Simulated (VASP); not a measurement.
Calculation: PBE GGA, VASP's PBE PAW potentials (set 64) (plane waves; VASP).

A VASP calculation is set up with these files.

**INCAR**
```
ISPIN  =  2
LORBIT  =  11
LREAL  =  .False.   # projection in real space or not
MAGMOM  =  3*3.0 3*0.0
LMAXMIX  =  4   # l cut-off of mixed one-centre charges
ENCUT  =  400
PREC  =  Accurate
ALGO  =  Normal   # blocked Davidson
SYSTEM  =  CrB
ISMEAR  =  -1
SIGMA  =  0.1   # width (eV)
GGA  =  PE   # PBE
LCHARG  =  .False.
NELM  =  100   # most electronic steps
EDIFF  =  1E-6   # SCF stop (eV)
LASPH  =  .True.   # aspherical one-centre terms
ISIF  =  2   # forces and stress, cell fixed
LWAVE  =  .False.
```

File POSCAR:
```
CrB
1
    4.9114260000     0.0000000000     0.0000000000
   -2.4557130000     4.2534200000     0.0000000000
    0.0000000000     0.0000000000     3.9630990000
Cr B
3 3
Direct
  0.5000000000   0.0000000000   0.0000000000
  0.5000000000   0.5000000000   0.0000000000
  0.0000000000   0.5000000000   0.0000000000
  0.0000000000   0.0000000000   0.0000000000
  0.3333330000   0.6666670000   0.5000000000
  0.6666670000   0.3333330000   0.5000000000
```

KPOINTS:
```
Automatic
0
Gamma
  3 3 4
```

POTCAR, in this order: Cr_pv B (PBE.64 set). Program: vasp_std.

Output of the run:

OSZICAR:
```
       N       E                     dE             d eps       ncg     rms          rms(c)
DAV:   1     0.419907237662E+03    0.41991E+03   -0.22571E+04  1176   0.126E+03
DAV:   2    -0.235746796339E+02   -0.44348E+03   -0.42856E+03  1192   0.406E+02
DAV:   3    -0.491839842638E+02   -0.25609E+02   -0.24519E+02  1576   0.101E+02
DAV:   4    -0.498513510806E+02   -0.66737E+00   -0.66149E+00  1400   0.146E+01
DAV:   5    -0.498663937851E+02   -0.15043E-01   -0.15009E-01  1576   0.224E+00    0.341E+01
DAV:   6    -0.581661304823E+02   -0.82997E+01   -0.23620E+02  1512   0.899E+01    0.336E+01
DAV:   7    -0.436856395643E+02    0.14480E+02   -0.80461E+01  1496   0.617E+01    0.715E+00
DAV:   8    -0.437932222437E+02   -0.10758E+00   -0.37171E+00  1288   0.963E+00    0.422E+00
DAV:   9    -0.437066121348E+02    0.86610E-01   -0.48642E-01  1480   0.442E+00    0.234E+00
DAV:  10    -0.437056358496E+02    0.97629E-03   -0.67371E-02  1448   0.136E+00    0.931E-01
DAV:  11    -0.437068304907E+02   -0.11946E-02   -0.90134E-03  1488   0.455E-01    0.379E-01
DAV:  12    -0.437071290392E+02   -0.29855E-03   -0.17658E-03  1440   0.246E-01    0.138E-01
DAV:  13    -0.437073025602E+02   -0.17352E-03   -0.27266E-04  1392   0.923E-02    0.407E-02
DAV:  14    -0.437073368264E+02   -0.34266E-04   -0.38126E-05  1224   0.348E-02    0.232E-02
DAV:  15    -0.437073486071E+02   -0.11781E-04   -0.18861E-05  1208   0.202E-02    0.809E-03
DAV:  16    -0.437073511377E+02   -0.25307E-05   -0.33365E-06  1128   0.923E-03    0.489E-03
DAV:  17    -0.437073516255E+02   -0.48772E-06   -0.93840E-07   936   0.516E-03
   1 F= -.43707352E+02 E0= -.43634928E+02  d E =-.144847E+00  mag=     0.0001
```

File OUTCAR:
```
------------------------ aborting loop because EDIFF is reached ----------------------------------------
  FORCE on cell =-STRESS in cart. coord.  units (eV):
  Direction    XX          YY          ZZ          XY          YZ          ZX
  --------------------------------------------------------------------------------------
  Total      -15.5834193    -15.5834216    -19.5012954      0.0000000      0.0000000      0.0000000
  in kB     -301.5730598   -301.5731045   -377.3924856      0.0000000      0.0000000      0.0000000
  external PRESSURE =    -326.8462166 kB  Pullay stress =       0.0000000 kB
  volume of cell :       82.79
      direct lattice vectors                 reciprocal lattice vectors
     4.911426000  0.000000000  0.000000000     0.203606855  0.117552464  0.000000000
    -2.455713000  4.253420000  0.000000000     0.000000000  0.235104927  0.000000000
     0.000000000  0.000000000  3.963099000     0.000000000  0.000000000  0.252327787
 POSITION                                       TOTAL-FORCE (eV/Angst)
 -----------------------------------------------------------------------------------
      2.45571      0.00000      0.00000        -0.000000      0.000000     -0.000000
      1.22786      2.12671      0.00000        -0.000000      0.000000     -0.000000
     -1.22786      2.12671      0.00000        -0.000000      0.000000     -0.000000
      0.00000      0.00000      0.00000        -0.000000      0.000000     -0.000000
     -0.00000      2.83561      1.98155         0.000000      0.000000     -0.000000
      2.45572      1.41781      1.98155        -0.000000      0.000000      0.000000
 -----------------------------------------------------------------------------------
    total drift:                               -0.000000      0.000000     -0.000000
  FREE ENERGIE OF THE ION-ELECTRON SYSTEM (eV)
  ---------------------------------------------------
  free  energy   TOTEN  =       -43.7073516255 eV

  energy  without entropy=      -43.5625050607  energy(sigma->0) =      -43.63492834

 total charge

# of ion       s       p       d       tot
------------------------------------------
    1        0.355   6.323   4.101  10.779
    2        0.355   6.323   4.101  10.779
    3        0.355   6.323   4.101  10.779
    4        0.712   0.793   0.000   1.505
    5        0.696   0.812   0.000   1.508
    6        0.696   0.812   0.000   1.508
--------------------------------------------------
tot          3.171  21.385  12.303  36.860

 magnetization (x)

# of ion       s       p       d       tot
------------------------------------------
    1        0.000  -0.000   0.000   0.000
    2        0.000  -0.000   0.000   0.000
    3        0.000  -0.000   0.000   0.000
    4        0.000   0.000   0.000   0.000
    5        0.000   0.000   0.000   0.000
    6        0.000   0.000   0.000   0.000
--------------------------------------------------
tot          0.000   0.000   0.000   0.000
```
(Selected blocks of OUTCAR.)

At this cut-off the stress carries a Pulay error, which pulls relaxed volumes low. The moments were started parallel, and other spin orders were not tried in this run.

The structure was generated: CrB was put into an ordered model structure, which need not be its known phase. The cell was not relaxed at this level, and its volume differs by -5.9 % from the start's. The k-mesh is coarse (spacing up to 0.49 per Å, 2π included), so the numbers may not be converged in it.
